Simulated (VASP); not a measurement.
Consider the following.

```yaml
crystal:
  lattice:
    - [0.00000, 2.67500, 2.67500]
    - [2.67500, 0.00000, 2.67500]
    - [2.67500, 2.67500, 0.00000]
  atoms:
    - { symbol: K, position: [0.00000, 0.00000, 0.00000] }
    - { symbol: F, position: [0.50000, 0.50000, 0.50000] }
```

Method: G0W0 on PBE orbitals, VASP's PBE PAW potentials (set 64) (plane waves; VASP). Numerical set-up: PREC = Normal, 500 eV cut-off, 6×6×6 Γ-centred mesh, Gaussian smearing of 0.010 eV, potentials K_sv_GW F_GW_new.

The mesh is coarse and the basis finite, so the quasiparticle values are not converged.

NBANDS = 120, ENCUTGW = 180 eV, NOMEGA = 64. The PBE levels (eV) that the step starts from are:

```json
[
 {"state": "k1 (0.00, 0.00, 0.00), band 5", "KS energy": "-9.82", "filling": "2"},
 {"state": "k1 (0.00, 0.00, 0.00), band 6", "KS energy": "-0.43", "filling": "2"},
 {"state": "k1 (0.00, 0.00, 0.00), band 7", "KS energy": "-0.43", "filling": "2"},
 {"state": "k1 (0.00, 0.00, 0.00), band 8", "KS energy": "-0.43", "filling": "2"},
 {"state": "k1 (0.00, 0.00, 0.00), band 9", "KS energy": "5.72", "filling": "0"},
 {"state": "k1 (0.00, 0.00, 0.00), band 10", "KS energy": "10.23", "filling": "0"},
 {"state": "k1 (0.00, 0.00, 0.00), band 11", "KS energy": "10.23", "filling": "0"},
 {"state": "k1 (0.00, 0.00, 0.00), band 12", "KS energy": "10.23", "filling": "0"},
 {"state": "k3 (0.33, 0.00, 0.00), band 5", "KS energy": "-9.85", "filling": "2"},
 {"state": "k3 (0.33, 0.00, 0.00), band 6", "KS energy": "-1.05", "filling": "2"},
 {"state": "k3 (0.33, 0.00, 0.00), band 7", "KS energy": "-0.69", "filling": "2"},
 {"state": "k3 (0.33, 0.00, 0.00), band 8", "KS energy": "-0.69", "filling": "2"},
 {"state": "k3 (0.33, 0.00, 0.00), band 9", "KS energy": "8.01", "filling": "0"},
 {"state": "k3 (0.33, 0.00, 0.00), band 10", "KS energy": "9.63", "filling": "0"},
 {"state": "k3 (0.33, 0.00, 0.00), band 11", "KS energy": "11.28", "filling": "0"},
 {"state": "k3 (0.33, 0.00, 0.00), band 12", "KS energy": "11.28", "filling": "0"},
 {"state": "k10 (0.33, 0.33, 0.00), band 5", "KS energy": "-9.98", "filling": "2"},
 {"state": "k10 (0.33, 0.33, 0.00), band 6", "KS energy": "-0.86", "filling": "2"},
 {"state": "k10 (0.33, 0.33, 0.00), band 7", "KS energy": "-0.49", "filling": "2"},
 {"state": "k10 (0.33, 0.33, 0.00), band 8", "KS energy": "-0.49", "filling": "2"},
 {"state": "k10 (0.33, 0.33, 0.00), band 9", "KS energy": "8.22", "filling": "0"},
 {"state": "k10 (0.33, 0.33, 0.00), band 10", "KS energy": "8.50", "filling": "0"},
 {"state": "k10 (0.33, 0.33, 0.00), band 11", "KS energy": "11.86", "filling": "0"},
 {"state": "k10 (0.33, 0.33, 0.00), band 12", "KS energy": "12.50", "filling": "0"}
]
```

Problem. Give the quasiparticle energies and renormalisation factors Z.

Solution. 
```json
[
 {"state": "k1 (0.00, 0.00, 0.00), band 5", "QP energy (eV)": "-13.32", "Z": "0.84"},
 {"state": "k1 (0.00, 0.00, 0.00), band 6", "QP energy (eV)": "-2.82", "Z": "0.78"},
 {"state": "k1 (0.00, 0.00, 0.00), band 7", "QP energy (eV)": "-2.82", "Z": "0.78"},
 {"state": "k1 (0.00, 0.00, 0.00), band 8", "QP energy (eV)": "-2.82", "Z": "0.78"},
 {"state": "k1 (0.00, 0.00, 0.00), band 9", "QP energy (eV)": "6.80", "Z": "0.89"},
 {"state": "k1 (0.00, 0.00, 0.00), band 10", "QP energy (eV)": "12.77", "Z": "0.88"},
 {"state": "k1 (0.00, 0.00, 0.00), band 11", "QP energy (eV)": "12.77", "Z": "0.88"},
 {"state": "k1 (0.00, 0.00, 0.00), band 12", "QP energy (eV)": "12.77", "Z": "0.88"},
 {"state": "k3 (0.33, 0.00, 0.00), band 5", "QP energy (eV)": "-13.36", "Z": "0.84"},
 {"state": "k3 (0.33, 0.00, 0.00), band 6", "QP energy (eV)": "-3.56", "Z": "0.78"},
 {"state": "k3 (0.33, 0.00, 0.00), band 7", "QP energy (eV)": "-3.12", "Z": "0.78"},
 {"state": "k3 (0.33, 0.00, 0.00), band 8", "QP energy (eV)": "-3.12", "Z": "0.78"},
 {"state": "k3 (0.33, 0.00, 0.00), band 9", "QP energy (eV)": "9.45", "Z": "0.87"},
 {"state": "k3 (0.33, 0.00, 0.00), band 10", "QP energy (eV)": "11.44", "Z": "0.88"},
 {"state": "k3 (0.33, 0.00, 0.00), band 11", "QP energy (eV)": "14.17", "Z": "0.87"},
 {"state": "k3 (0.33, 0.00, 0.00), band 12", "QP energy (eV)": "14.17", "Z": "0.87"},
 {"state": "k10 (0.33, 0.33, 0.00), band 5", "QP energy (eV)": "-13.49", "Z": "0.84"},
 {"state": "k10 (0.33, 0.33, 0.00), band 6", "QP energy (eV)": "-3.34", "Z": "0.78"},
 {"state": "k10 (0.33, 0.33, 0.00), band 7", "QP energy (eV)": "-2.90", "Z": "0.78"},
 {"state": "k10 (0.33, 0.33, 0.00), band 8", "QP energy (eV)": "-2.90", "Z": "0.78"},
 {"state": "k10 (0.33, 0.33, 0.00), band 9", "QP energy (eV)": "10.05", "Z": "0.89"},
 {"state": "k10 (0.33, 0.33, 0.00), band 10", "QP energy (eV)": "9.97", "Z": "0.88"},
 {"state": "k10 (0.33, 0.33, 0.00), band 11", "QP energy (eV)": "14.54", "Z": "0.86"},
 {"state": "k10 (0.33, 0.33, 0.00), band 12", "QP energy (eV)": "15.69", "Z": "0.86"}
]
```
On the mesh the gap opens from 6.16 to 9.62 eV.

The compound is KF in the rock salt structure. The cell was not relaxed at this level.
